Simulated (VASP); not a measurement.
Data:

```xyz
3
Lattice="1.7812 -3.0851 0.0000 1.7812 3.0851 0.0000 0.0000 0.0000 5.6979" Properties=species:S:1:pos:R:3 pbc="T T T"
Zr     0.0000     0.0000     0.0000
S      1.7812     1.0284     1.4310
S      1.7812    -1.0284     4.2669
```

These are vdW-DF-cx, VASP's PBE PAW potentials (set 64) (plane waves; VASP 6.6.1) values and carry that method's errors. Settings: 520 eV cut-off, 7×7×4 Γ-centred mesh, Gaussian smearing of 0.050 eV, potentials Zr_sv S.

### Question
The ions and cell shape at fixed volume are relaxed. What does this cell relax into?

### Answer

```xyz
3
Lattice="1.7997 -3.1172 0.0000 1.7997 3.1172 0.0000 0.0000 0.0000 5.5815" Properties=species:S:1:pos:R:3 pbc="T T T"
Zr     0.0000     0.0000     5.5815
S      1.7997     1.0391     1.4702
S      1.7997    -1.0391     4.1112
```
Space group P-3m1 (164), at a tolerance of 0.03 Å.

### Question
How much energy does the relaxation gain?

### Answer
The energy (σ→0) changes by -19.8 meV/atom, in 7 ionic steps.

```csv
step,E(σ→0) (eV),max force (eV/Å),pressure (GPa),volume (Å³)
1,-16.2420,0.811,6.86,62.62
2,-16.2877,0.310,4.21,62.62
3,-16.2972,0.049,2.36,62.62
4,-16.3011,0.021,2.19,62.62
5,-16.3015,0.011,2.12,62.62
6,-16.3015,0.010,2.11,62.62
7,-16.3015,0.003,2.15,62.62
```

The compound is ZrS2 in the 1T layered structure. This cell is one point of a volume scan, at 0.94 of the reference volume. Symmetry was kept, so distortions that lower it aren't found.
